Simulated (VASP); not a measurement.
A convergence study with VASP on Be: one setting is varied, all else stays as given below, so the limit is that of these other settings.

```
CELL_PARAMETERS angstrom
      2.27855     0.00000     0.00000
     -1.13928     1.97328     0.00000
      0.00000     0.00000    22.90520
ATOMIC_POSITIONS crystal
  Be 0.66667 0.33333 0.30561
  Be 0.33333 0.66667 0.38336
  Be 0.66667 0.33333 0.46112
  Be 0.33333 0.66667 0.53888
  Be 0.66667 0.33333 0.61664
  Be 0.33333 0.66667 0.69439
```

Level of theory: PBE GGA, VASP's PBE PAW potentials (set 64) (plane waves; VASP). The tightest run used: 600 eV cut-off, 15×15×1 Γ-centred mesh, Fermi-Dirac smearing of 0.10 eV, potentials Be.

Q: The settings run are ENCUT = 150; ENCUT = 180; ENCUT = 210; ENCUT = 255; ENCUT = 360; ENCUT = 450; ENCUT = 600. From which on does the energy per atom stay within 0.01 eV/atom of the tightest run?

A: From ENCUT = 255 on: it is off by 0.0021 there and by no more than 0.01 in any finer run, while ENCUT = 210 is off by 0.0128.
```json
[
 {"setting": "ENCUT = 150", "E (eV/atom)": "-3.5285", "largest force (eV/Å)": "0.136", "plane waves": "442", "difference judged (eV/atom)": "0.0683"},
 {"setting": "ENCUT = 180", "E (eV/atom)": "-3.5602", "largest force (eV/Å)": "0.146", "plane waves": "609", "difference judged (eV/atom)": "0.0367"},
 {"setting": "ENCUT = 210", "E (eV/atom)": "-3.5840", "largest force (eV/Å)": "0.174", "plane waves": "735", "difference judged (eV/atom)": "0.0128"},
 {"setting": "ENCUT = 255", "E (eV/atom)": "-3.5948", "largest force (eV/Å)": "0.173", "plane waves": "987", "difference judged (eV/atom)": "0.0021"},
 {"setting": "ENCUT = 360", "E (eV/atom)": "-3.5957", "largest force (eV/Å)": "0.170", "plane waves": "1643", "difference judged (eV/atom)": "0.0012"},
 {"setting": "ENCUT = 450", "E (eV/atom)": "-3.5966", "largest force (eV/Å)": "0.169", "plane waves": "2264", "difference judged (eV/atom)": "0.0002"},
 {"setting": "ENCUT = 600", "E (eV/atom)": "-3.5968", "largest force (eV/Å)": "0.168", "plane waves": "3492", "difference judged (eV/atom)": "0.0000"}
]
```

Left out are rungs that failed or repeat a setting and relaxations that didn't move; long series are thinned to 24 rows.

The cell is a sheet or thin cut with vacuum, built from a generated structure.
